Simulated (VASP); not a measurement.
All values below come from PBE GGA with D3 dispersion (Becke-Johnson damping), VASP's PBE PAW potentials (set 64) (plane waves; VASP).

Input for VASP

### INCAR
```
# general
SYSTEM   =  ZnO
PREC     =  Accurate
ENCUT    =  520   # plane-wave cut-off (eV)
LREAL    =  .False.   # projection in real space or not
LASPH    =  .True.

# electronic loop
EDIFF    =  1E-7
NELM     =  100   # most electronic steps
ALGO     =  Normal
LMAXMIX  =  4   # l cut-off of mixed one-centre charges

# smearing
ISMEAR   =  0   # Gaussian
SIGMA    =  0.05   # width (eV)

# functional
GGA      =  PE
IVDW     =  12

# ions
IBRION   =  2   # conjugate gradients
NSW      =  30
ISIF     =  4   # ions and shape, fixed volume
EDIFFG   =  -0.01   # ionic stop

# output
LWAVE    =  .False.
LCHARG   =  .False.
```

### POSCAR
```
ZnO
1.0
  1.6467161430  -2.8521964718   0.0000000000
  1.6467161430   2.8521964718   0.0000000000
  0.0000000000   0.0000000000   5.3230249702
Zn O
2 2
Cart
  1.6467161430  -0.9507340587   2.6698122872
  1.6467161430   0.9507340587   0.0082998021
  1.6467161430  -0.9507340587   4.6866082216
  1.6467161430   0.9507340587   2.0250957365
```

KPOINTS:
```
Automatic
0
G
8 8 4
```

POTCAR, in this order: Zn O (PBE.64 set). Program: vasp_std.

**Question.** What will the output report for the number of irreducible k-points (NKPTS), largest plane-wave count, number of space-group operations, FFT grid (NGX, NGY, NGZ)?

**Answer.** 
```
Quantity                                      Result
--------------------------------------  ------------
number of irreducible k-points (NKPTS)            30
largest plane-wave count                        1360
number of space-group operations                  12
FFT grid (NGX, NGY, NGZ)                24 × 24 × 40
```

The compound is ZnO in the wurtzite structure. This cell is one point of a volume scan, at 1.03 of the reference volume.
